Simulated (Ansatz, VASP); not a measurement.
## Cross-check of PtS2 between VASP and Ansatz

One calculation is typed for both programs; each brings its own data sets. How far apart do they land? The cell is taken from a series of runs on this material, whose earlier steps may have relaxed, scaled, displaced or heated it; both programs get it as it stands.

Calculated with Ansatz 0.2.0; plane waves, with VASP 6.6.1 beside it; G0W0 gap at PBE.

## 1. The structure

The cell holds 6 atoms: 2 Pt and 4 S. Cell: a = 3.548 Å, b = 3.548 Å, c = 38.400 Å, α = 90.0°, β = 90.0°, γ = 120.0°. Vacuum lies along c.

As a file:

```cif
data_structure
_symmetry_space_group_name_H-M 'P 1'
_symmetry_Int_Tables_number 1
_cell_length_a 3.5482
_cell_length_b 3.5482
_cell_length_c 38.4000
_cell_angle_alpha 90.000
_cell_angle_beta 90.000
_cell_angle_gamma 120.000
_cell_volume 418.68
loop_
_atom_site_label
_atom_site_type_symbol
_atom_site_fract_x
_atom_site_fract_y
_atom_site_fract_z
_atom_site_occupancy
Pt1 Pt 0.00000 0.00000 0.43323 1
Pt2 Pt 0.66667 0.33333 0.56673 1
S3 S 0.33333 0.66667 0.46529 1
S4 S 0.66667 0.33333 0.40093 1
S5 S 0.33333 0.66667 0.59907 1
S6 S 0.00000 0.00000 0.53483 1
```

## 2. Ansatz: G0W0 gap, PBE

Ansatz runs on its PAW soft_1 files.

Quasiparticle shifts depend on high empty states and on the cores, so they are the hardest test of two PAW sets.

File input.yaml:

```yaml
crystal:
  lattice:
    - [3.5482056439, 0.0, 0.0]
    - [-1.774102822, 3.0728362255, 0.0]
    - [0.0, 0.0, 38.4]
  atoms:
    - { symbol: Pt, position: [0.0, 0.0, 0.4332289893] }
    - { symbol: S, position: [0.3333333333, 0.6666666667, 0.4652881175] }
    - { symbol: S, position: [0.6666666667, 0.3333333333, 0.400925921] }
    - { symbol: Pt, position: [0.6666666667, 0.3333333333, 0.5667291691] }
    - { symbol: S, position: [0.3333333333, 0.6666666667, 0.599074079] }
    - { symbol: S, position: [0.0, 0.0, 0.5348263954] }
  periodic: [true, true, false]
kpoints:
  mp_grid: { grid: [6, 6, 1] }
hamiltonian:
  xc: pbe
  pseudopotentials: { kind: paw, azcp: { folder: soft_1 } }
scf:
  occupations: { method: fixed }
  convergence: { dr2_threshold: 1.0e-10 }
gw:
  n_empty_bands: 617
  ecut_chi: 75.0
  qp_bands: [v2, c2]
  qp_kpoints: band_edges
  screening: { model: contour_deformation }
```

Command:

```console
ansatz run input.yaml --threads 4 --pin off --max-ram 17510MiB --backend cpu --events-out ev --progress --plain --runs-dir out
```

Numbers of over 12 decimals in the logs are rounded to 6 here.

The log of the run:

```text
Engine: ansatz 0.2.0, aarch64-unknown-linux-gnu
Pseudopotentials: kind: paw
Pseudopotential: Pt, paw, valence charge 18, recommended cutoff 420 eV (normal), soft_1/Pt.paw.azcp
Pseudopotential: S, paw, valence charge 6, recommended cutoff 420 eV (normal), soft_1/S.paw.azcp
Functional definition: PBE
  parameter kappa = 0.804
  parameter beta = 0.066725
  exchange = pbe_x(kappa = kappa, mu = beta*pi^2/3)
  correlation = pbe_c(beta = beta)
Crystal: 6 atoms, lattice volume = 418.677 Å³
Basis set: ecut = 420 eV, 8067 PW (Γ)
Bands: 36, of which v1, the nominal top of the filled ones, is band 30 counted from 1 (29 counted from 0)
Symmetry: 6 space group operations
Space group: P3m1 (ITA 156), of the structure as read, at distance tolerance 7.5e-5 Å
k-points: 7 of 36 (time reversal used)
Non-local potential: Pt, projectors of the file, l = 0: 3, l = 1: 2, l = 2: 2, l = 3: 1
Non-local potential: S, projectors of the file, l = 0: 2, l = 1: 2, l = 2: 1
PAW form: soft (Blöchl's): semilocal exchange-correlation on the pseudo side does not see the compensation charge
PAW one-centre angular grid: Pt, 590 points (default); XC on 64 Gauss nodes
PAW one-centre angular grid: S, 110 points (default); XC on 64 Gauss nodes
Initial density: superposition of atomic densities (neutral atoms: chi_scale 0, normalization atom)
Initial wavefunctions: pseudopotential atomic-orbital guess
Functional: x = pbe(κ = 0.804, μ = 0.219515), c = pbe(β = 0.066725)
SCF iter   1: F=—  HF=-28662.432164 eV  |F-HF|=—  |Δ(HF+E_count)|=         —  Δρ=5.22e-2  dr2=1.39e1  ethr=3.10e-3  ⟨swp⟩=7.6  Hψ=1428  notcnv=0  defer=21
preconditioner: auto → Resta (q_TF=auto, 1.974 Å⁻¹)  ε∞=3.0  [insulator: Δε(μ)=1.589 eV  Ē_g=8.572 eV  n_scr=24 (ndim 8)  ℏωp=12.0 eV  f_vac=0.709  ε∞_Penn≈3.0  vacuum switching on, ρ_ref=5.3e-3 e/Å³]
SCF iter   2: F=—  HF=-28660.739687 eV  |F-HF|=—  |Δ(HF+E_count)|=    1.69e0  Δρ=2.65e-2  dr2=4.94e0  ethr=3.10e-3  ⟨swp⟩=4.6  Hψ=808  notcnv=0  defer=22
SCF iter   3: F=—  HF=-28659.797358 eV  |F-HF|=—  |Δ(HF+E_count)|=   9.42e-1  Δρ=1.10e-2  dr2=1.86e-1  ethr=3.10e-3  ⟨swp⟩=4.3  Hψ=632  notcnv=0  defer=23
SCF iter   4: F=—  HF=-28659.879499 eV  |F-HF|=—  |Δ(HF+E_count)|=   8.21e-2  Δρ=5.19e-3  dr2=9.47e-1  ethr=3.10e-4  ⟨swp⟩=4.1  Hψ=642  notcnv=0  defer=28  recentre
SCF iter   5: F=—  HF=-28659.803604 eV  |F-HF|=—  |Δ(HF+E_count)|=   7.59e-2  Δρ=2.13e-3  dr2=2.36e-2  ethr=3.10e-4  ⟨swp⟩=3.6  Hψ=412  notcnv=0  defer=28
SCF iter   6: F=—  HF=-28659.801768 eV  |F-HF|=—  |Δ(HF+E_count)|=   1.84e-3  Δρ=6.79e-4  dr2=9.11e-3  ethr=3.94e-5  ⟨swp⟩=4.0  Hψ=623  notcnv=0  defer=28
SCF iter   7: F=—  HF=-28659.801659 eV  |F-HF|=—  |Δ(HF+E_count)|=   1.09e-4  Δρ=6.62e-4  dr2=4.34e-3  ethr=1.52e-5  ⟨swp⟩=3.7  Hψ=413  notcnv=0  defer=28
SCF iter   8: F=—  HF=-28659.801138 eV  |F-HF|=—  |Δ(HF+E_count)|=   5.22e-4  Δρ=2.32e-4  dr2=3.19e-4  ethr=7.24e-6  ⟨swp⟩=2.9  Hψ=391  notcnv=0  defer=28
SCF iter   9: F=—  HF=-28659.801134 eV  |F-HF|=—  |Δ(HF+E_count)|=   3.87e-6  Δρ=7.03e-5  dr2=3.00e-5  ethr=5.32e-7  ⟨swp⟩=3.6  Hψ=594  notcnv=0  defer=28
SCF iter  10: F=—  HF=-28659.801140 eV  |F-HF|=—  |Δ(HF+E_count)|=   5.94e-6  Δρ=2.42e-5  dr2=2.87e-6  ethr=5.00e-8  ⟨swp⟩=3.3  Hψ=528  notcnv=0  defer=28
SCF iter  11: F=—  HF=-28659.801143 eV  |F-HF|=—  |Δ(HF+E_count)|=   3.34e-6  Δρ=5.23e-6  dr2=1.27e-7  ethr=4.79e-9  ⟨swp⟩=3.1  Hψ=543  notcnv=0  defer=27
SCF iter  12: F=—  HF=-28659.801143 eV  |F-HF|=—  |Δ(HF+E_count)|=   2.83e-7  Δρ=3.01e-6  dr2=2.85e-7  ethr=2.11e-10  ⟨swp⟩=3.3  Hψ=551  notcnv=0  defer=27
SCF iter  13: F=—  HF=-28659.801143 eV  |F-HF|=—  |Δ(HF+E_count)|=  4.33e-10  Δρ=7.56e-7  dr2=5.88e-9  ethr=2.11e-10  ⟨swp⟩=2.6  Hψ=355  notcnv=0  defer=27
SCF iter  14: F=—  HF=-28659.801143 eV  |F-HF|=—  |Δ(HF+E_count)|=   6.37e-9  Δρ=3.34e-7  dr2=1.36e-9  ethr=9.81e-12  ⟨swp⟩=3.4  Hψ=548  notcnv=0  defer=27
SCF iter  15: F=—  HF=-28659.801143 eV  |F-HF|=—  |Δ(HF+E_count)|=  8.37e-10  Δρ=1.20e-7  dr2=2.34e-10  ethr=2.27e-12  ⟨swp⟩=2.4  Hψ=411  notcnv=0  defer=27
SCF iter  16: F=—  HF=-28659.801143 eV  |F-HF|=—  |Δ(HF+E_count)|=  1.49e-10  Δρ=9.82e-8  dr2=2.17e-10  ethr=1.00e-12  ⟨swp⟩=23.1  Hψ=1569  notcnv=0
SCF iter  17: F=-28659.801143 eV  HF=-28659.801143 eV  |F-HF|=1.06e-10  |Δ(HF+E_count)|=  6.18e-11  Δρ=4.63e-8  dr2=5.04e-11  ethr=1.00e-12  ⟨swp⟩=1.4  Hψ=538  notcnv=0
SCF 1 converged in 17 iterations: F = -28659.801143 eV  dr2 = 5.04e-11
  greatest PAW one-centre occupation: 1.000 electrons in one spin orbital (limit 2), on the Pt atom at site 3 (counted from 0), in its partial waves of l = 0
NSCF: frozen V_eff on 7 k-points
G₀W₀ screening: q 1/7
[... further progress lines ...]
SCF converged after 17 iterations
Free energy (F): -28659.801143 eV
Harris-Foulkes:  -28659.801143 eV  (|F-HF|=1.06e-10)
Internal energy: -28659.801143 eV  (E = F + TS)
E sigma→0 (E₀):  -28659.801143 eV
Fermi energy:    -5.802420 eV
--- Per-component energies (eV) ---
  E_band       = -1617.596400
  E_kinetic    = 1611.632496
  E_local      = -199009.083550  (includes V_loc(G=0)·N_el)
  E_nonlocal   = 543.838943
  E_hartree    = 98390.484185
  E_xc         = -819.079893
  E_vxc        = -872.077311  (∫ρ·V_xc dr)
  E_paw        = -21400.841173  (= ΣΔE_a)
  E_vpaw       = -672.879075  (= ΣTr[D̂ρ^β])
  E_aug_tail   = 0.002225  (compensation charges beyond the density's cutoff)
  E_ewald      = 92023.245623
  E_smearing   = -0.000000  (= −TS)
  E_closure    = -0.000000  (closes the sum)
  Σ components = -28659.801143   (vs F -28659.801143, Δ=0.00e0)
--- Band table (eV; the first three rows and the last of 7) ---
  k-point 0: bands = [... 26 lower, -6.7406, -6.5629, -6.5629, -6.1022, -3.2641, -3.2641, -3.0307, -3.0307, ... 2 higher]
  k-point 1: bands = [... 26 lower, -6.5916, -6.4866, -6.4267, -5.8024, -4.3264, -4.1124, -3.6299, -3.3361, ... 2 higher]
  k-point 2: bands = [... 26 lower, -7.3161, -7.1248, -6.9986, -6.5923, -4.4031, -3.7953, -3.7032, -3.3435, ... 2 higher]
  k-point 6: bands = [... 26 lower, -7.2650, -7.1301, -6.9684, -6.9552, -4.4823, -4.2774, -4.1623, -3.7952, ... 2 higher]
--- G₀W₀: contour deformation, 7 samples at zero and on the imaginary axis and 1 off it, 36 q-points, 617 empty bands' worth ---
  eigenvalues of the whole cell's RPA ε∞ on this k-mesh (on a slab, of 1 + 4πα/V) = 1.2310, 5.0536, 5.0536; static W/v taken at q = 0 is 0.378621
  bands read: the sum over 647 bands ends inside a degenerate multiplet in 1 slot, whose members it reads at an even weight; the widest, k=0: bands 647 to 648 (counted from 1) at 1/2 each
  gw.qp_kpoints: band_edges: 6 of 7 stored k-points solved, in 1 pass; an edge of the gap read off the rows below is read off those points alone
    valence top: of the k-points left out ik 3 came nearest to being solved in a further pass, in band 30 (counted from 1, as in the quasiparticle table): it holds the edge there only if its correction is more favourable than any solved in that band by at least 1.775 eV; those differ by 0.099 eV
    conduction bottom: of the k-points left out ik 3 came nearest to being solved in a further pass, in band 31 (counted from 1, as in the quasiparticle table): it holds the edge there only if its correction is more favourable than any solved in that band by at least 0.840 eV; those differ by 0.080 eV
    ik  band        ε_KS         Σx   Σc(E_QP)       V_xc       Z   E_QP_lin       E_QP  E_QP is
     0    29     -6.5629   -18.3114     1.7046   -16.3987  0.7164    -6.7724    -6.7710  root
     0    30     -6.1022   -18.4263     1.6368   -16.5925  0.7159    -6.3004    -6.2993  root
     0    31     -3.2641   -16.8815    -3.2034   -20.6899  0.6965    -2.6439    -2.6592  root
     0    32     -3.2641   -16.8815    -3.2034   -20.6899  0.6965    -2.6439    -2.6592  root
     1    29     -6.4267   -21.7212     2.5689   -18.8849  0.7119    -6.6965    -6.6941  root
     1    30     -5.8024   -20.7358     1.8871   -18.6826  0.7210    -5.9692    -5.9685  root
     1    31     -4.3264   -16.3975    -2.8185   -19.7409  0.7288    -3.7928    -3.8016  root
     1    32     -4.1124   -16.3810    -2.9103   -19.8335  0.7262    -3.5599    -3.5701  root
     2    29     -6.9986   -21.8758     2.7976   -18.8065  0.7000    -7.2727    -7.2702  root
     2    30     -6.5923   -21.9031     2.6105   -19.0500  0.7094    -6.8371    -6.8350  root
     2    31     -4.4031   -17.2543    -2.9103   -20.7163  0.7272    -3.8416    -3.8514  root
     2    32     -3.7953   -16.7465    -3.1933   -20.5088  0.7127    -3.2106    -3.2263  root
     4    29     -6.4862   -20.8935     2.3621   -18.2763  0.7130    -6.7435    -6.7413  root
     4    30     -6.1721   -21.2966     2.1837   -18.9137  0.7186    -6.3725    -6.3713  root
     4    31     -4.4556   -15.9548    -2.9722   -19.4657  0.7281    -3.9076    -3.9170  root
     4    32     -4.3014   -16.4803    -3.0362   -20.0822  0.7255    -3.7249    -3.7358  root
     5    29     -6.9007   -23.3154     2.9616   -20.0917  0.7082    -7.1654    -7.1628  root
     5    30     -6.7202   -23.5092     2.9313   -20.3301  0.7106    -6.9702    -6.9679  root
     5    31     -4.3757   -16.3082    -2.9866   -19.8368  0.7255    -3.8239    -3.8338  root
     5    32     -4.1216   -16.3576    -3.1333   -20.0580  0.7202    -3.5425    -3.5545  root
     6    29     -6.9684   -25.3860     3.4665   -21.6620  0.7053    -7.2285    -7.2260  root
     6    30     -6.9552   -25.2395     3.4494   -21.5253  0.7044    -7.2229    -7.2201  root
     6    31     -4.4823   -16.7012    -3.0834   -20.3543  0.7255    -3.9018    -3.9126  root
     6    32     -4.2774   -16.2238    -3.2416   -20.0266  0.7215    -3.7048    -3.7162  root
```

(Part 1 of 2 ends here.)

[Lines on the potential files, build, host, timing and source positions are cut from VASP's logs without a mark.]

[Logs are printed without paths, hosts, clocks, repeated set-up lines and the standing remarks that a program may print on its own settings, such as how far it seeks lower states.]

[Hosts, paths, dates, database ids (printed as entryN), source tags and the programs' standing remarks are cut or masked in the printed files.]
